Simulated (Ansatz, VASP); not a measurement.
**CdIBr (1T-CdBrI bilayer, like faces together): VASP beside Ansatz**

Wanted: the spread between two codes on one cell, functional and k mesh. The structure shown is the start of the Ansatz relaxation below; VASP solves that cell, so the two are compared at the walk's first step.

Calculated with Ansatz 0.2.0; plane waves, with VASP 6.6.1 beside it; single point at LDA.

## (1) The starting structure

The cell holds 6 atoms: 2 I, 2 Cd and 2 Br. Cell: a = 4.200 Å, b = 4.200 Å, c = 46.420 Å, α = 90.0°, β = 90.0°, γ = 120.0°. Vacuum lies along c.

## (2) Ansatz: relaxation, LDA

Ansatz runs on its default PAW (the set named soft_2) files.

The two programs are compared at the cell with which this relaxation starts, whose forces are those of its first step.

Contents of input.yaml:

```yaml
crystal:
  lattice:
    - [4.2, 0.0, 0.0]
    - [-2.1, 3.6373066959, 0.0]
    - [0.0, 0.0, 46.4195129697]
  atoms:
    - { symbol: I, position: [0.6666666667, 0.3333333333, 0.4168505605] }
    - { symbol: Cd, position: [0.0, 0.0, 0.4460508776] }
    - { symbol: Br, position: [0.3333333333, 0.6666666667, 0.4655317366] }
    - { symbol: I, position: [0.0, 0.0, 0.5831494395] }
    - { symbol: Cd, position: [0.3333333333, 0.6666666667, 0.5539491224] }
    - { symbol: Br, position: [0.6666666667, 0.3333333333, 0.5344682634] }
  periodic: [true, true, false]
kpoints:
  mp_grid: { grid: [12, 12, 1] }
hamiltonian:
  xc: lda
scf:
  occupations: { method: fermi_dirac, width: 0.05 }
  convergence: { dr2_threshold: 1.0e-09 }
relax:
  f_tol: 0.004
  max_steps: 90
  cell: {}
output:
  write_potential: true
  write_density: true
  volumetric_format: npy
```

The run is started by

```
> ansatz run input.yaml --threads 4 --pin off --max-ram 12288MiB --backend cpu --events-out ev --progress --plain --runs-dir out
```

Numbers of over 12 decimals in the logs are rounded to 6 here.

What it wrote:

```text
Warning: relax.cell: scf.convergence.dr2_threshold = 1e-9 eV is looser than the 1.91094280427e-10 eV advised for a relaxation that steers and ends on the stress (1e-10 eV for each atom of the cell: 6, times the square of relax.cell.stress_2d_tol = 0.05 N/m over 17.7 Å (the atoms' height at the walk's start and 5 Å past either face), 2.822e-2 GPa, over a crystal's default 0.05). What an SCF threshold leaves in a stress goes as its square root, and in the free energy as the threshold itself, and one threshold admits the most on a small cell: [figures from the program's tests cut] Set scf.convergence.dr2_threshold to 1.91094280427e-10 eV or tighter. [rest of the remark cut]
Engine: ansatz 0.2.0, x86_64-unknown-linux-gnu
Pseudopotentials: kind: paw
Pseudopotential: I, paw, valence charge 17, recommended cutoff 420 eV (normal), I.paw.azcp
Pseudopotential: Cd, paw, valence charge 20, recommended cutoff 420 eV (normal), Cd.paw.azcp
Pseudopotential: Br, paw, valence charge 7, recommended cutoff 420 eV (normal), Br.paw.azcp
Functional definition: SPW92
  exchange = slater_x
  correlation = pw_c
Crystal: 6 atoms, lattice volume = 709.136 Å³
Basis set: ecut = 420 eV, 13661 PW (Γ)
Bands: 53, of which v1, the nominal top of the filled ones, is band 44 counted from 1 (43 counted from 0)
Symmetry: 6 space group operations
Space group: P3m1 (ITA 156), of the structure as read, at distance tolerance 8.9e-5 Å
k-points: 19 of 144 (time reversal used)
Non-local potential: I, projectors of the file, l = 0: 2, l = 1: 2, l = 2: 2, l = 3: 2
Non-local potential: Cd, projectors of the file, l = 0: 3, l = 1: 2, l = 2: 2, l = 3: 1
Non-local potential: Br, projectors of the file, l = 0: 2, l = 1: 2, l = 2: 2
PAW form: soft (Blöchl's): semilocal exchange-correlation on the pseudo side does not see the compensation charge
PAW frozen core: I, regenerated for the run's functional, and the local potential with it (the file was generated under x = pbe(κ = 0.804, μ = 0.219515), c = pbe(β = 0.066725))
PAW frozen core: Cd, regenerated for the run's functional, and the local potential with it (the file was generated under x = pbe(κ = 0.804, μ = 0.219515), c = pbe(β = 0.066725))
PAW frozen core: Br, regenerated for the run's functional, and the local potential with it (the file was generated under x = pbe(κ = 0.804, μ = 0.219515), c = pbe(β = 0.066725))
PAW one-centre angular grid: I, 590 points (default); XC on 64 Gauss nodes
PAW one-centre angular grid: Cd, 590 points (default); XC on 64 Gauss nodes
PAW one-centre angular grid: Br, 110 points (default); XC on 64 Gauss nodes
Initial density: superposition of atomic densities (neutral atoms: chi_scale 0, normalization atom), corrected by the library's trained network
Initial wavefunctions: pseudopotential atomic-orbital guess
Functional: x = slater, c = lda
SCF iter   1: F=—  HF=-36336.964114 eV  |F-HF|=—  |Δ(HF+E_count)|=         —  Δρ=3.29e-3  dr2=6.99e-2  ethr=1.77e-3  ⟨swp⟩=22.1  Hψ=7843  notcnv=0  defer=19
preconditioner: auto → Resta (q_TF=auto, 1.927 Å⁻¹)  ε∞=1.7  [insulator: Δε(μ)=2.315 eV  Ē_g=12.003 eV  σ=0.050 eV  W_gap=1.00  n_scr=106 (ndim 8)  ℏωp=10.1 eV  f_vac=0.752  D(μ)=0.00/eV (n_scr^D=0)  ε∞_Penn≈1.7  vacuum switching on, ρ_ref=1.0e-2 e/Å³]
SCF iter   2: F=—  HF=-36336.952871 eV  |F-HF|=—  |Δ(HF+E_count)|=   1.12e-2  Δρ=1.31e-3  dr2=1.47e-2  ethr=7.94e-5  ⟨swp⟩=4.1  Hψ=2695  notcnv=0  defer=78
SCF iter   3: F=—  HF=-36336.951089 eV  |F-HF|=—  |Δ(HF+E_count)|=   1.78e-3  Δρ=6.59e-4  dr2=4.84e-3  ethr=1.67e-5  ⟨swp⟩=3.7  Hψ=1919  notcnv=0  defer=76
SCF iter   4: F=—  HF=-36336.950409 eV  |F-HF|=—  |Δ(HF+E_count)|=   6.80e-4  Δρ=1.97e-4  dr2=2.35e-4  ethr=5.50e-6  ⟨swp⟩=2.3  Hψ=1243  notcnv=0  defer=76
SCF iter   5: F=—  HF=-36336.950449 eV  |F-HF|=—  |Δ(HF+E_count)|=   4.06e-5  Δρ=4.76e-5  dr2=1.32e-5  ethr=2.67e-7  ⟨swp⟩=3.3  Hψ=1954  notcnv=0  defer=76
SCF iter   6: F=—  HF=-36336.950455 eV  |F-HF|=—  |Δ(HF+E_count)|=   6.15e-6  Δρ=1.17e-5  dr2=1.10e-6  ethr=1.50e-8  ⟨swp⟩=3.1  Hψ=2033  notcnv=0  defer=76
SCF iter   7: F=—  HF=-36336.950161 eV  |F-HF|=—  |Δ(HF+E_count)|=   2.95e-4  Δρ=4.14e-6  dr2=2.11e-7  ethr=1.25e-9  ⟨swp⟩=3.0  Hψ=2011  notcnv=0  defer=76
SCF iter   8: F=—  HF=-36336.950161 eV  |F-HF|=—  |Δ(HF+E_count)|=   1.45e-7  Δρ=1.70e-6  dr2=1.39e-7  ethr=2.40e-10  ⟨swp⟩=3.1  Hψ=1850  notcnv=0  defer=76
[...]
SCF iter   3: F=—  HF=-36339.086533 eV  |F-HF|=—  |Δ(HF+E_count)|=   1.63e-7  Δρ=4.80e-6  dr2=1.18e-7  ethr=7.08e-10  ⟨swp⟩=3.1  Hψ=1821  notcnv=0  defer=1
SCF iter   4: F=—  HF=-36339.086533 eV  |F-HF|=—  |Δ(HF+E_count)|=   5.62e-9  Δρ=1.29e-6  dr2=5.69e-8  ethr=1.34e-10  ⟨swp⟩=3.2  Hψ=2066  notcnv=0  defer=1
SCF iter   5: F=—  HF=-36339.086533 eV  |F-HF|=—  |Δ(HF+E_count)|=   8.82e-9  Δρ=5.06e-7  dr2=1.75e-9  ethr=6.46e-11  ⟨swp⟩=2.2  Hψ=1250  notcnv=0  defer=1
SCF iter   6: F=-36339.086533 eV  HF=-36339.086533 eV  |F-HF|=3.71e-10  |Δ(HF+E_count)|=  1.75e-10  Δρ=1.76e-7  dr2=2.17e-10  ethr=1.14e-12  ⟨swp⟩=36.1  Hψ=8627  notcnv=0
the search or the solves at the SCF's close may have found levels that the self-consistency loop had missed (the run counts none). By its estimate they hold under 1e-12 electrons; where the run keeps them, the occupations were computed again with them
SCF 9 converged in 6 iterations: F = -36339.086533 eV  dr2 = 2.17e-10
relax step   9: F+E_penalty+E_count = -36339.08653323 eV  Δ(F+E_penalty+E_count) = +2.699e-3 eV  max|allowed force component| = 8.160e-4 eV/Å  Δτ_max = 0.0000 Å  P = -0.005 N/m  Ω = 658.720 Å³  fix = [c, alpha, beta]  reactions: c -0.000 N/m  stress off target by 5.12e-3 N/m on what of the cell is left free  SCF on the basis re-selected at this cell (its energy is not comparable with the rows above)  (6 SCF iters)
basis re-selected at this cell: Δ(F+E_penalty+E_count) = +2.699e-3 eV, ΔP = -0.003 N/m vs the last step (what re-selecting the basis moved, of the pressure what is left beyond the Pulay correction that the steps carried, after the strain that the cell walked since its last selection, with what the two solves' SCF thresholds leave and, on support functions, any second-order correction that the steps lacked; it is no m [...]
WARN: The output density's exchange-correlation potential varies sharply where the density is thin. Do not read a vacuum level from v_tot or v_xc, or from such a field of the output density. On a cell that repeats whose density bears no net charge and no dipole along the vacuum's axis use v_es (v_loc + v_h of the components); under efield.dipole_correction with no amplitude use v_es + v_field, which holds any externa [...]
SCF converged after 6 iterations
Free energy (F): -36339.086533 eV
Harris-Foulkes:  -36339.086533 eV  (|F-HF|=3.71e-10)
Internal energy: -36339.086533 eV  (E = F + TS)
E sigma→0 (E₀):  -36339.086533 eV
Fermi energy:    -5.061269 eV
--- Per-component energies (eV) ---
  E_band       = -2888.720276
  E_kinetic    = 1658.787156
  E_local      = -381628.911223  (includes V_loc(G=0)·N_el)
  E_nonlocal   = 56.093206
  E_hartree    = 189941.904695
  E_xc         = -1127.446054
  E_vxc        = -909.006240  (∫ρ·V_xc dr)
  E_paw        = -21538.165488  (= ΣΔE_a)
  E_vpaw       = -1949.491577  (= ΣTr[D̂ρ^β])
  E_aug_tail   = 0.000075  (compensation charges beyond the density's cutoff)
  E_ewald      = 176295.142510
  E_core_change = 3.508590  (= ΣΔE_core)
  E_smearing   = -0.000000  (= −TS)
  E_closure    = 0.000000  (closes the sum)
  Σ components = -36339.086533   (vs F -36339.086533, Δ=0.00e0)
--- Forces (eV/Å), atoms counted from 1 ---
  atom   1  I     -0.00000000     0.00000000    -0.00048695
  atom   2  Cd    -0.00000000     0.00000000    -0.00048897
  atom   3  Br     0.00000000    -0.00000000    -0.00082905
  atom   4  I     -0.00000000     0.00000000     0.00036775
  atom   5  Cd    -0.00000000     0.00000000     0.00038658
  atom   6  Br     0.00000000    -0.00000000     0.00076902
  max |Σ_I F_I| component: 2.82e-4 eV/Å
--- 2D stress c σ (N/m, compression-positive) ---
       -0.005123      -0.000000      -0.000000
        0.000000      -0.005123      -0.000000
       -0.000000      -0.000000      -0.000000
  P = ½ c Tr σ = -0.0051 N/m
--- Band table (eV; the first three rows and the last of 19) ---
  k-point 0: bands = [... 40 lower, -6.2515, -6.2515, -6.2425, -6.2425, -3.9827, -3.2229, -1.8814 (-1.8814°), -1.7697 (-1.7697°), ... 5 higher]
  k-point 1: bands = [... 40 lower, -6.5683, -6.5607, -6.2993, -6.2867, -3.6976, -3.0815, -1.5556 (-1.5556°), -1.4508 (-1.4508°), ... 5 higher]
  k-point 2: bands = [... 40 lower, -7.2390, -7.0031, -6.4182, -6.3909, -3.1619, -2.8780, -1.1927 (-1.1927°), -1.0778 (-1.0778°), ... 5 higher]
  k-point 18: bands = [... 40 lower, -7.5460, -7.4462, -7.0845, -6.9760, -3.0013, -2.9800, -0.3921, -0.3244, ... 5 higher]
  ° read free of the cell's end (the report's vacuum.weakly_bound_levels)
  °? not known for the slab's own: over its row's bound_up_to_ev there, or no deeper under its free states than its continued_xc_part_ev in size
--- Relaxed structure (8 steps of the walk, 8 accepted, 1 SCFs on fresh bases) ---
  F+E_penalty+E_count = -36339.08653323 eV   max|allowed force component| = 8.160e-4 eV/Å   (the final SCF, on the basis selected at the relaxed cell)
  cell:  # Å, volume = 658.7205 Å³
    - [4.047948, 0, 0]
    - [-2.023974, 3.505626, 0]
    - [0, 0, 46.4195129697]
  atoms:
    - { symbol: I, position: [0.666667, 0.333333, 0.399049] }
    - { symbol: Cd, position: [-7.900523932197716e-18, 0, 0.436393] }
    - { symbol: Br, position: [0.333333, 0.666667, 0.468385] }
    - { symbol: I, position: [1.456470222992706e-17, 0, 0.600954] }
    - { symbol: Cd, position: [0.333333, 0.666667, 0.563610] }
    - { symbol: Br, position: [0.666667, 0.333333, 0.531609] }
```

The column dr2 measures how far the density is from self-consistency, as an energy; F and HF (Harris–Foulkes) agree once it is small.

## (3) VASP: single point, LDA, start cell

The same cell, functional (in two slightly different forms), mesh and smearing now go to VASP, with its own data sets.

Lines of VASP's logs that name or quote its potential files are left out, and so is its time.

Contents of INCAR:

```
SYSTEM = CdIBr
PREC = Accurate
ENCUT = 400
EDIFF = 1E-06
NELM = 120
ISMEAR = -1
SIGMA = 0.05
LREAL = .FALSE.
ALGO = Normal
GGA = CA
NBANDS = 32
LORBIT = 11
LWAVE = .FALSE.
LCHARG = .FALSE.
ISIF = 2
LDIPOL = .TRUE.
IDIPOL = 3
DIPOL = 0.5 0.5 0.5
LVHAR = .TRUE.
LASPH = .TRUE.
GGA_COMPAT = .FALSE.
EFERMI = MIDGAP
NELMDL = -8
KPAR = 2
```

Contents of POSCAR:

```
CdIBr
1.0
    4.2000000000      0.0000000000      0.0000000000
   -2.1000000000      3.6373070000      0.0000000000
    0.0000000000      0.0000000000     46.4195130000
I Cd Br
2 2 2
Direct
    0.6666667125      0.3333334250      0.4168505602
    0.0000000000      0.0000000000      0.5831494398
    0.0000000000      0.0000000000      0.4460508666
    0.3333332875      0.6666665750      0.5539491119
    0.3333332875      0.6666665750      0.4655317258
    0.6666667125      0.3333334250      0.5344682526
```

Contents of KPOINTS:

```
Automatic mesh
0
Gamma
12 12 1
0 0 0
```

Potentials, in the order of the species: I, Cd and Br (LDA family, release 64).

The run is started by

```
> mpirun -np 2 vasp_std
```

What it wrote:

```text
[banner, memory and clock lines left out]
running    2 mpi-ranks, on    1 nodes
 distrk:  each k-point on    1 cores,    2 groups
 distr:  one band on    1 cores,    1 groups

 POSCAR found type information on POSCAR I CdBr
 POSCAR found :  3 types and       6 ions
 LDA part: xc-table for (Slater(with rela. corr.)+CA(PZ))
 , standard interpolation
 POSCAR, INCAR and KPOINTS ok, starting setup
 FFT: planning ... GRIDC
 FFT: planning ... GRID_SOFT
 FFT: planning ... GRID
 WAVECAR not read
 entering main loop
       N       E                     dE             d eps       ncg     rms          rms(c)
DAV:   1     0.457968342768E+03    0.45797E+03   -0.15354E+04  1232   0.955E+02
DAV:   2     0.484365337969E+02   -0.40953E+03   -0.39802E+03  1752   0.243E+02
DAV:   3    -0.117205210868E+02   -0.60157E+02   -0.59885E+02  1304   0.105E+02
DAV:   4    -0.138220364891E+02   -0.21015E+01   -0.20923E+01  1568   0.208E+01
DAV:   5    -0.138697910929E+02   -0.47755E-01   -0.47750E-01  1536   0.297E+00
DAV:   6    -0.138708966775E+02   -0.11056E-02   -0.11055E-02  1576   0.444E-01
DAV:   7    -0.138709445274E+02   -0.47850E-04   -0.47849E-04  1576   0.877E-02
DAV:   8    -0.138709466747E+02   -0.21472E-05   -0.21470E-05  1336   0.178E-02    0.176E+01
DAV:   9    -0.131156232941E+02    0.75532E+00   -0.14039E+00  1688   0.136E+01    0.131E+01
DAV:  10    -0.131110524244E+02    0.45709E-02   -0.16700E+00  1520   0.815E+00    0.239E+00
DAV:  11    -0.130176233971E+02    0.93429E-01   -0.49529E-01  1400   0.686E+00    0.164E+00
DAV:  12    -0.130202707677E+02   -0.26474E-02   -0.28386E-02  1472   0.890E-01    0.137E+00
DAV:  13    -0.130245599355E+02   -0.42892E-02   -0.15044E-02  1528   0.136E+00    0.136E+00
DAV:  14    -0.130248187591E+02   -0.25882E-03   -0.43323E-03  1424   0.446E-01    0.140E+00
DAV:  15    -0.130237141078E+02    0.11047E-02   -0.46994E-04  1496   0.208E-01    0.127E+00
DAV:  16    -0.130234034583E+02    0.31065E-03   -0.10947E-04  1512   0.472E-02    0.121E+00
DAV:  17    -0.130225047060E+02    0.89875E-03   -0.22852E-04  1408   0.120E-01    0.106E+00
DAV:  18    -0.130213552682E+02    0.11494E-02   -0.58785E-04  1456   0.183E-01    0.854E-01
DAV:  19    -0.130204956183E+02    0.85965E-03   -0.53303E-04  1488   0.162E-01    0.657E-01
DAV:  20    -0.130197285065E+02    0.76711E-03   -0.66718E-04  1432   0.205E-01    0.437E-01
DAV:  21    -0.130191877669E+02    0.54074E-03   -0.13811E-03  1448   0.290E-01    0.122E-01
DAV:  22    -0.130191643069E+02    0.23460E-04   -0.26867E-04  1520   0.966E-02    0.232E-02
DAV:  23    -0.130191656069E+02   -0.13000E-05   -0.53653E-06  1416   0.152E-02    0.242E-02
DAV:  24    -0.130191662816E+02   -0.67472E-06   -0.25415E-07  1064   0.547E-03
   1 F= -.13019166E+02 E0= -.13019166E+02  d E =-.178205E-10
```

[end of part 1 of 2]

[Lines on the potential files, build, host, timing and source positions are cut from VASP's logs without a mark.]

[Logs are printed without paths, hosts, clocks, repeated set-up lines and the standing remarks that a program may print on its own settings, such as how far it seeks lower states.]

[Hosts, paths, dates, database ids (printed as entryN), source tags and the programs' standing remarks are cut or masked in the printed files.]
